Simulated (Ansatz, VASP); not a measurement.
**Cross-check of Pt (Pt(100)) between VASP and Ansatz**

Wanted: the spread between two codes on one cell, functional and k mesh. Of the first pair: The structure shown is the start of the Ansatz relaxation below; VASP solves that cell, so the two are compared at the walk's first step.

Main program and level: Ansatz 0.2.0; plane waves, with VASP 6.6.1 beside it; PBEsol.

### Step 1. The structure

The cell holds 4 atoms: 4 Pt. Its edges and angles: a = 2.772 Å, b = 2.772 Å, c = 23.880 Å, α = 90.0°, β = 90.0°, γ = 90.0°. Vacuum lies along c.

### Step 2. Ansatz: relaxation, PBEsol

Ansatz runs on its default PAW (the set named soft_2) files.

The two programs are compared at the cell with which this relaxation starts, whose forces are those of its first step.

Input file input.yaml:

```yaml
crystal:
  lattice:
    - [2.7718585823, 0.0, 0.0]
    - [0.0, 2.7718585823, 0.0]
    - [0.0, 0.0, 23.88]
  atoms:
    - { symbol: Pt, position: [0.5, 0.5, 0.3768844221] }
    - { symbol: Pt, position: [0.0, 0.0, 0.458961474] }
    - { symbol: Pt, position: [0.5, 0.5, 0.541038526] }
    - { symbol: Pt, position: [0.0, 0.0, 0.6231155779] }
kpoints:
  mp_grid: { grid: [11, 11, 1] }
hamiltonian:
  xc: pbesol
scf:
  occupations: { method: fermi_dirac, width: 0.1 }
  convergence: { dr2_threshold: 1.0e-08 }
efield:
  axis: 3
  dipole_correction: true
  ramp_position: 0.97
  ramp_width: 0.06
relax:
  f_tol: 0.02
  max_steps: 60
  constraints: [{ sites: [0, 1] }]
output:
  write_potential: true
  write_density: true
  volumetric_format: npy
```

On the command line:

```
> ansatz run input.yaml --threads 4 --pin off --max-ram 6144MiB --backend cpu --events-out ev --progress --plain --runs-dir out
```

Numbers of over 12 decimals in the logs are rounded to 6 here.

Log:

```text
Engine: ansatz 0.2.0, aarch64-unknown-linux-gnu
Pseudopotentials: kind: paw
Pseudopotential: Pt, paw, valence charge 18, recommended cutoff 420 eV (normal), Pt.paw.azcp
Functional definition: PBEsol
  exchange = pbesol_x
  correlation = pbesol_c
Crystal: 4 atoms, lattice volume = 183.475 Å³
Basis set: ecut = 420 eV, 3659 PW (Γ), exchange–correlation on 40×40×320 points (8 copies of the dense FFT grid, shifted against one another)
Bands: 44, of which v1, the nominal top of the filled ones, is band 36 counted from 1 (35 counted from 0)
Symmetry: 8 space group operations
k-points: 21 of 121
Non-local potential: Pt, projectors of the file, l = 0: 3, l = 1: 2, l = 2: 2, l = 3: 1
PAW form: soft (Blöchl's): semilocal exchange-correlation on the pseudo side does not see the compensation charge
PAW frozen core: Pt, regenerated for the run's functional, and the local potential with it (the file was generated under x = pbe(κ = 0.804, μ = 0.219515), c = pbe(β = 0.066725))
PAW one-centre angular grid: Pt, 590 points (default); XC on 64 Gauss nodes
Initial density: superposition of atomic densities (neutral atoms: chi_scale 0, normalization atom), corrected by the library's trained network
Initial wavefunctions: pseudopotential atomic-orbital guess
Functional: x = pbesol(κ = 0.804, μ = 0.123457), c = pbesol(β = 0.046)
SCF iter   1: F=—  HF=-49533.261585 eV  |F-HF|=—  |Δ(HF+E_count)|=         —  Δρ=8.77e-3  dr2=5.91e-1  ethr=1.77e-3  p=0.000 e·Å  D=1.04e-13 V/Å  ΔV_dip=-0.00 eV  dr2_dipole=1.64e-7  V_vac-E_F(+/−)=5.30/5.30 eV  ⟨swp⟩=8.0  Hψ=4154  notcnv=0  defer=6
efield: sawtooth ramp at fractional position 0.9700 (set: `efield.ramp_position`, or a place that a band, a saddle search or an elastic batch's reference lends), width 0.0600; the density the first Hamiltonian is built on has a dipole p = 0.000 e·Å; the dipole correction subtracts the counter field D = 1.04e-13 V/Å, which shifts the + side's vacuum level by -0.00 eV against the − side's; the planar-averaged density in the ramp window peaks in size at 3.8e-6 e/Å³
preconditioner: auto → LDOS  [metal: Δε(μ)=0.035 eV  Ē_g=7.437 eV  σ=0.100 eV  W_gap=0.09  n_scr=36 (ndim 8)  ℏωp=17.3 eV  f_vac=0.607  D(μ)=6.86/eV (n_scr^D=54)  β→1.0]
SCF iter   2: F=—  HF=-49533.237447 eV  |F-HF|=—  |Δ(HF+E_count)|=   2.41e-2  Δρ=5.65e-3  dr2=9.41e-2  ethr=8.21e-4  p=0.000 e·Å  D=1.84e-5 V/Å  ΔV_dip=-0.00 eV  dr2_dipole=5.44e-8  V_vac-E_F(+/−)=5.79/5.79 eV  ⟨swp⟩=2.9  Hψ=1529  notcnv=0  defer=18
SCF iter   3: F=—  HF=-49533.231971 eV  |F-HF|=—  |Δ(HF+E_count)|=   5.48e-3  Δρ=2.52e-3  dr2=7.31e-2  ethr=1.31e-4  p=-0.000 e·Å  D=-2.98e-6 V/Å  ΔV_dip=0.00 eV  dr2_dipole=2.33e-8  V_vac-E_F(+/−)=5.65/5.65 eV  ⟨swp⟩=2.0  Hψ=1433  notcnv=0  defer=18
SCF iter   4: F=—  HF=-49533.226528 eV  |F-HF|=—  |Δ(HF+E_count)|=   5.44e-3  Δρ=7.86e-4  dr2=1.50e-3  ethr=1.02e-4  p=0.000 e·Å  D=2.08e-6 V/Å  ΔV_dip=-0.00 eV  dr2_dipole=1.11e-9  V_vac-E_F(+/−)=5.78/5.78 eV  ⟨swp⟩=2.0  Hψ=1194  notcnv=0  defer=18
SCF iter   5: F=—  HF=-49533.226358 eV  |F-HF|=—  |Δ(HF+E_count)|=   1.70e-4  Δρ=3.04e-4  dr2=2.68e-4  ethr=2.08e-6  p=0.000 e·Å  D=1.93e-7 V/Å  ΔV_dip=-0.00 eV  dr2_dipole=3.15e-10  V_vac-E_F(+/−)=5.77/5.77 eV  ⟨swp⟩=3.4  Hψ=1708  notcnv=0  defer=18
SCF iter   6: F=—  HF=-49533.226408 eV  |F-HF|=—  |Δ(HF+E_count)|=   4.97e-5  Δρ=5.98e-5  dr2=1.96e-5  ethr=3.73e-7  p=-0.000 e·Å  D=-1.36e-7 V/Å  ΔV_dip=0.00 eV  dr2_dipole=6.30e-12  V_vac-E_F(+/−)=5.76/5.76 eV  ⟨swp⟩=2.0  Hψ=1348  notcnv=0  defer=18
SCF iter   7: F=—  HF=-49533.226443 eV  |F-HF|=—  |Δ(HF+E_count)|=   3.49e-5  Δρ=2.82e-5  dr2=7.31e-7  ethr=2.72e-8  p=-0.000 e·Å  D=-1.95e-7 V/Å  ΔV_dip=0.00 eV  dr2_dipole=1.90e-12  V_vac-E_F(+/−)=5.76/5.76 eV  ⟨swp⟩=2.1  Hψ=1332  notcnv=0  defer=18
SCF iter   8: F=—  HF=-49533.226440 eV  |F-HF|=—  |Δ(HF+E_count)|=   3.51e-6  Δρ=6.52e-6  dr2=1.01e-7  ethr=1.02e-9  p=-0.000 e·Å  D=-1.18e-7 V/Å  ΔV_dip=0.00 eV  dr2_dipole=3.09e-13  V_vac-E_F(+/−)=5.76/5.76 eV  ⟨swp⟩=3.2  Hψ=1873  notcnv=0  defer=17
SCF iter   9: F=-49533.226440 eV  HF=-49533.226440 eV  |F-HF|=1.83e-8  |Δ(HF+E_count)|=   2.21e-7  Δρ=1.45e-6  dr2=5.22e-9  ethr=1.39e-11  p=-0.000 e·Å  D=-2.32e-8 V/Å  ΔV_dip=0.00 eV  dr2_dipole=2.90e-14  V_vac-E_F(+/−)=5.76/5.76 eV  ⟨swp⟩=8.9  Hψ=7126  notcnv=0
SCF 1 converged in 9 iterations: F = -49533.226440 eV  dr2 = 5.22e-9
  greatest PAW one-centre occupation: 1.000 electrons in one spin orbital (limit 2), on the Pt atom at site 2 (counted from 0), in its partial waves of l = 0
relax step   1: F+E_penalty+E_count = -49533.22643975 eV  Δ(F+E_penalty+E_count) = +0.000e0 eV  max|allowed force component| = 4.554e-1 eV/Å  Δτ_max = 0.0000 Å  (9 SCF iters, accepted)
[...]
relax step   3: F+E_penalty+E_count = -49533.24346204 eV  Δ(F+E_penalty+E_count) = -1.702e-2 eV  max|allowed force component| = 6.525e-2 eV/Å  Δτ_max = 0.0963 Å  (11 SCF iters, accepted)
[...]
relax step   4: F+E_penalty+E_count = -49533.24372433 eV  Δ(F+E_penalty+E_count) = -2.623e-4 eV  max|allowed force component| = 1.364e-3 eV/Å  Δτ_max = 0.0084 Å  (8 SCF iters, accepted)
NSCF: frozen V_eff on 21 k-points
the band table was solved once a step of the walk had ended and its energy, with any forces and stress, was formed, with the checks that follow a solve (5046 applications of the Hamiltonian). They found nothing against the state; the energy, forces and stress were not computed again (output.eigenvalues in the input reference)
WARN: The output density's exchange-correlation potential varies sharply where the density is thin. Do not read a vacuum level from v_tot or v_xc, or from such a field of the output density. On a cell that repeats whose density bears no net charge and no dipole along the vacuum's axis use v_es (v_loc + v_h of the components); under efield.dipole_correction with no amplitude use v_es + v_field, which holds any externa [...]
SCF converged after 8 iterations
Free energy (F): -49533.243724 eV
Harris-Foulkes:  -49533.243724 eV  (|F-HF|=6.24e-9)
Internal energy: -49533.026819 eV  (E = F + TS)
E sigma→0 (E₀):  -49533.135272 eV
Entropy (-TS):   -0.216906 eV (-54.226 meV/atom)
Fermi energy:    3.752065 eV
Dipole field:    D = 0.000567 V/Å  (p = 0.000575 e·Å, saw-weighted, corrected)
Work function:   Φ+ = 5.7376 eV   Φ− = 5.7512 eV
Levels:          The Fermi level and band energies are counted from a zero that moves with the ramp; work functions are not
--- Per-component energies (eV) ---
  E_band       = -1905.426392
  E_kinetic    = 2547.825119
  E_local      = -119032.469071  (includes V_loc(G=0)·N_el)
  E_nonlocal   = 813.679039
  E_hartree    = 58067.631161
  E_xc         = -1037.671576
  E_vxc        = -1204.649945  (∫ρ·V_xc dr)
  E_paw        = -37265.903990  (= ΣΔE_a)
  E_vpaw       = -1165.074224  (= ΣTr[D̂ρ^β])
  E_aug_tail   = 0.000752  (compensation charges beyond the density's cutoff)
  E_efield     = 0.000000  (sawtooth field / dipole correction)
  E_vefield    = 0.001176  (∫n·V_field dr)
  E_ewald      = 46372.733823
  E_core_change = 1.147925  (= ΣΔE_core)
  E_smearing   = -0.216906  (= −TS)
  E_closure    = -0.000000  (closes the sum)
  Σ components = -49533.243724   (vs F -49533.243724, Δ=0.00e0)
--- Forces (eV/Å), atoms counted from 1 ---
  atom   1  Pt     0.00000000     0.00000000     0.43173854
  atom   2  Pt     0.00000000     0.00000000    -0.43382525
  atom   3  Pt     0.00000000     0.00000000     0.00072620
  atom   4  Pt     0.00000000     0.00000000     0.00136444
  max |Σ_I F_I| component: 3.93e-6 eV/Å
--- Band table (eV; the first three rows and the last of 21) ---
  k-point 0: bands = [... 32 lower, 2.9270, 3.0219, 3.0219, 3.6840, 3.8969, 4.0214, 4.0214, 4.0381, ... 4 higher]
  k-point 1: bands = [... 32 lower, 2.4841, 2.5463, 3.3170, 3.4248, 3.4783, 3.7718, 4.0962, 4.6994, ... 4 higher]
  k-point 2: bands = [... 32 lower, 2.2598, 2.3061, 3.1811, 3.2285, 3.3711, 3.7608, 4.0766, 5.7327, ... 4 higher]
  k-point 20: bands = [... 32 lower, 3.8683, 4.0360, 4.4992, 4.6437, 6.3307, 7.4761, 8.9567, 10.2393, ... 4 higher]
--- Relaxed structure (4 steps of the walk, 3 accepted, 0 SCFs on fresh bases) ---
  F+E_penalty+E_count = -49533.24372433 eV   max|allowed force component| = 1.364e-3 eV/Å
  atoms:
    - { symbol: Pt, position: [0.5, 0.5, 0.3768844221] }
    - { symbol: Pt, position: [0.0, 0.0, 0.458961474] }
    - { symbol: Pt, position: [0.5, 0.5, 0.539901] }
    - { symbol: Pt, position: [0, 0.0, 0.619434] }
```

### Step 3. VASP: single point, PBEsol, start cell, pair 1

The same cell, functional, mesh and smearing now go to VASP, with its own data sets.

Lines of VASP's logs that name or quote its potential files are left out, and so is its time.

Input file INCAR:

```
SYSTEM = Pt
PREC = Accurate
ENCUT = 400
EDIFF = 1E-06
NELM = 120
ISMEAR = -1
SIGMA = 0.1
LREAL = .FALSE.
ALGO = Normal
GGA = PS
NBANDS = 26
LASPH = .TRUE.
LORBIT = 11
LWAVE = .FALSE.
LCHARG = .FALSE.
ISIF = 2
LDIPOL = .TRUE.
IDIPOL = 3
DIPOL = 0.5 0.5 0.5
LVHAR = .TRUE.
GGA_COMPAT = .FALSE.
NELMDL = -8
KPAR = 4
```

Input file POSCAR:

```
Pt
1.0
    2.7718585823      0.0000000000      0.0000000000
    0.0000000000      2.7718585823      0.0000000000
    0.0000000000      0.0000000000     23.8800000000
Pt
4
Direct
    0.4999998950      0.4999998950      0.3768844221
    0.9999998950      0.9999998950      0.4589614740
    0.4999998950      0.4999998950      0.5410385260
    0.9999998950      0.9999998950      0.6231155779
```

Input file KPOINTS:

```
Automatic mesh
0
Gamma
11 11 1
0 0 0
```

PAW data sets: Pt (PBE family, release 64).

On the command line:

```
> mpirun -np 4 vasp_std
```

Log:

```text
[banner, memory and clock lines left out]
running    4 mpi-ranks, on    1 nodes
 distrk:  each k-point on    1 cores,    4 groups
 distr:  one band on    1 cores,    1 groups

 POSCAR found type information on POSCAR Pt
 POSCAR found :  1 types and       4 ions
|                                                                             |
|               ----> ADVICE to this user running VASP <----                  |
|                                                                             |
|     You enforced a specific xc type in the INCAR file but a different       |
|     [... a line on the potential file left out ...]
|     I HOPE YOU KNOW WHAT YOU ARE DOING!                                     |
|                                                                             |

 LDA part: xc-table for (Slater+PW92), standard interpolation
 POSCAR, INCAR and KPOINTS ok, starting setup
 FFT: planning ... GRIDC
 FFT: planning ... GRID_SOFT
 FFT: planning ... GRID
 WAVECAR not read
 entering main loop
       N       E                     dE             d eps       ncg     rms          rms(c)
DAV:   1     0.231340629145E+03    0.23134E+03   -0.15240E+04  1092   0.104E+03
DAV:   2    -0.149684210342E+02   -0.24631E+03   -0.23551E+03  1434   0.236E+02
DAV:   3    -0.273077695844E+02   -0.12339E+02   -0.11760E+02  1304   0.522E+01
DAV:   4    -0.276349067500E+02   -0.32714E+00   -0.32409E+00  1400   0.835E+00
DAV:   5    -0.276419627065E+02   -0.70560E-02   -0.70484E-02  1298   0.117E+00
DAV:   6    -0.276422602808E+02   -0.29757E-03   -0.29755E-03  1550   0.209E-01
DAV:   7    -0.276422671174E+02   -0.68366E-05   -0.68365E-05  1296   0.301E-02
DAV:   8    -0.276422674410E+02   -0.32362E-06   -0.32362E-06  1138   0.572E-03    0.220E+01
DAV:   9    -0.267156063085E+02    0.92666E+00   -0.10671E+01  1186   0.213E+01    0.167E+01
DAV:  10    -0.298722861836E+02   -0.31567E+01   -0.23459E+01  1156   0.412E+01    0.167E+01
DAV:  11    -0.258316627527E+02    0.40406E+01   -0.10119E+01  1148   0.269E+01    0.190E+00
DAV:  12    -0.258535029198E+02   -0.21840E-01   -0.11114E+00  1218   0.752E+00    0.229E+00
DAV:  13    -0.258121125494E+02    0.41390E-01   -0.16629E-01  1200   0.344E+00    0.394E-01
DAV:  14    -0.258125140694E+02   -0.40152E-03   -0.91084E-03  1292   0.604E-01    0.260E-01
DAV:  15    -0.258119861536E+02    0.52792E-03   -0.12081E-03  1332   0.270E-01    0.884E-02
DAV:  16    -0.258119143129E+02    0.71841E-04   -0.17955E-04  1348   0.901E-02    0.112E-02
DAV:  17    -0.258119051687E+02    0.91443E-05   -0.98849E-06  1322   0.160E-02    0.780E-03
DAV:  18    -0.258119026031E+02    0.25656E-05   -0.11066E-05  1098   0.192E-02    0.972E-03
DAV:  19    -0.258119107068E+02   -0.81037E-05   -0.46655E-06   824   0.174E-02    0.207E-03
DAV:  20    -0.258119251826E+02   -0.14476E-04   -0.14376E-06   816   0.425E-03    0.125E-03
DAV:  21    -0.258119347868E+02   -0.96042E-05   -0.42142E-07   766   0.194E-03    0.623E-04
DAV:  22    -0.258119405282E+02   -0.57413E-05   -0.26757E-07   770   0.146E-03    0.621E-04
DAV:  23    -0.258119425296E+02   -0.20014E-05   -0.11850E-07   750   0.117E-03    0.637E-04
DAV:  24    -0.258119431542E+02   -0.62461E-06   -0.43304E-08   738   0.755E-04
   1 F= -.25811943E+02 E0= -.25699823E+02  d E =-.224241E+00
```

Parts of OUTCAR (step 3):

```text
ion  position               nearest neighbor table
   1  0.500  0.500  0.377-   2 2.77   2 2.77   2 2.77   2 2.77
   2  1.000  1.000  0.459-   1 2.77   1 2.77   1 2.77   1 2.77   3 2.77   3 2.77   3 2.77   3 2.77

  LATTYP: Found a simple tetragonal cell.
 ALAT       =     2.7718585823
 C/A-ratio  =     8.6151581298

 Subroutine GETGRP returns: Found 16 space group operations
 (whereof  8 operations were pure point group operations)

The static configuration has the point symmetry C_4v.
 The point group associated with its full space group is D_4h.

 Found     21 irreducible k-points:

   k-points           NKPTS =     21   k-points in BZ     NKDIM =     21   number of bands    NBANDS=     26

   dimension x,y,z NGX =    18 NGY =   18 NGZ =  160
   dimension x,y,z NGXF=    36 NGYF=   36 NGZF=  320

   ENCUT  =  400.0 eV  29.40 Ry    5.42 a.u.   4.52  4.52 38.94*2*pi/ulx,y,z

   NELECT =      40.0000    total number of electrons

 k-points in reciprocal lattice and weights: Automatic mesh
   0.00000000  0.00000000  0.00000000       0.008
   0.09090909  0.00000000  0.00000000       0.033
   0.18181818  0.00000000  0.00000000       0.033
   0.27272727  0.00000000  0.00000000       0.033
   0.36363636  0.00000000  0.00000000       0.033
   0.45454545  0.00000000  0.00000000       0.033
   0.09090909  0.09090909  0.00000000       0.033
   0.18181818  0.09090909  0.00000000       0.066
   0.27272727  0.09090909  0.00000000       0.066
[...]
0.45454545  0.36363636  0.00000000       0.066
   0.45454545  0.45454545  0.00000000       0.033

 dipolmoment           0.000000      0.000000     -0.000000 electrons x Angstroem

 average (electrostatic) potential at core
       1 -73.5131       2 -74.2349       3 -74.2349       4 -73.5131

 E-fermi :  -0.2664

 k-point     1 :       0.0000    0.0000    0.0000
  band No.  band energies     occupation
    ...
     16      -1.6400      2.00000
     17      -1.0024      1.99873
     18      -0.9462      1.99777
     19      -0.9462      1.99777
     20      -0.3021      1.17683
     21      -0.1128      0.35417
     22      -0.0005      0.13093
     23       0.0001      0.13019
     24       0.0001      0.13019
     25       1.6159      0.00000
    ...

 k-point     2 :       0.0909    0.0000    0.0000
  band No.  band energies     occupation
    ...
     18      -1.4263      1.99998
     19      -0.6524      1.95875
     20      -0.5878      1.92270
     21      -0.5094      1.83820
     22      -0.2389      0.86361
     23       0.0699      0.06695
     24       0.6617      0.00019
     25       2.4779      0.00000
     26       5.5193      0.00000

 k-point     3 :       0.1818    0.0000    0.0000
  band No.  band energies     occupation
    ...
     18      -1.6718      2.00000
     19      -0.7973      1.99015
     20      -0.7645      1.98636
     21      -0.6271      1.94716
     22      -0.2580      0.95826
     23       0.0433      0.08652
     24       1.6812      0.00000
     25       3.8882      0.00000
     26       6.0364      0.00000

  Total       -4.9484066     -4.9484066     -2.3539420      0.0000000      0.0000000      0.0000000
  in kB      -43.2115158    -43.2115158    -20.5555869      0.0000000      0.0000000      0.0000000
  external PRESSURE =     -35.6595395 kB  Pullay stress =       0.0000000 kB

  energy-cutoff  :      400.00
  volume of cell :      183.47
      direct lattice vectors                 reciprocal lattice vectors
     2.771858582  0.000000000  0.000000000     0.360768766  0.000000000  0.000000000
     0.000000000  2.771858582  0.000000000     0.000000000  0.360768766  0.000000000
     0.000000000  0.000000000 23.880000000     0.000000000  0.000000000  0.041876047

 POSITION                                       TOTAL-FORCE (eV/Angst)
 -----------------------------------------------------------------------------------
      1.38593      1.38593      9.00000         0.000000     -0.000000      0.468004
      2.77186      2.77186     10.96000         0.000000     -0.000000     -0.226829
      1.38593      1.38593     12.92000         0.000000      0.000000      0.226829
      2.77186      2.77186     14.88000         0.000000     -0.000000     -0.468004
 -----------------------------------------------------------------------------------
    total drift:                                0.000246      0.000246     -0.000129

  FREE ENERGIE OF THE ION-ELECTRON SYSTEM (eV)
  ---------------------------------------------------
  free  energy   TOTEN  =       -25.8119431542 eV

  energy  without entropy=      -25.5877025015  energy(sigma->0) =      -25.69982283

 vacuum level on the upper side and lower side of the slab         5.500         5.500

 total charge
# of ion       s       p       d       tot
------------------------------------------
    1        0.620   0.414   8.027   9.061
    2        0.629   0.608   8.012   9.249
    3        0.629   0.608   8.012   9.249
    4        0.620   0.414   8.027   9.061
--------------------------------------------------
tot          2.498   2.045  32.077  36.620

[... 3 further parts left out ...]
```

### Step 4. Comparison

Known differences besides the potentials themselves: the data sets hold 72 valence electrons in Ansatz (on its default PAW (the set named soft_2) files) and 40 in VASP; the cutoff is 420 eV in Ansatz and 400 eV in VASP; Ansatz makes its cores anew for this functional, VASP keeps those of its PBE data sets. Total energies have different zeros and are not compared.

Forces (eV/Å; atoms numbered as in POSCAR):

```
atom        Ansatz x, y, z          VASP x, y, z
 Pt1   0.000, 0.000, 0.455   0.000, 0.000, 0.468
 Pt2  0.000, 0.000, -0.232  0.000, 0.000, -0.227
 Pt3   0.000, 0.000, 0.232   0.000, 0.000, 0.227
 Pt4  0.000, 0.000, -0.455  0.000, 0.000, -0.468
```

The forces differ by 5.5 meV/Å r.m.s., which is 2.6 % of the r.m.s. force of 0.212 eV/Å (both taken over all components). Where the cell holds vacuum, a pressure given here is an average over it and none of the material.

### Step 5. Ansatz: relaxation, PBEsol

This run makes the geometry at which the two programs are then compared.

The structure compared here is the end of the Ansatz relaxation.

This is the run of step 2 again, met here at its other cell.

(Part 1 of 2 ends here.)

[Lines on the potential files, build, host, timing and source positions are cut from VASP's logs without a mark.]

[Logs are printed without paths, hosts, clocks, repeated set-up lines and the standing remarks that a program may print on its own settings, such as how far it seeks lower states.]

[Hosts, paths, dates, database ids (printed as entryN), source tags and the programs' standing remarks are cut or masked in the printed files.]
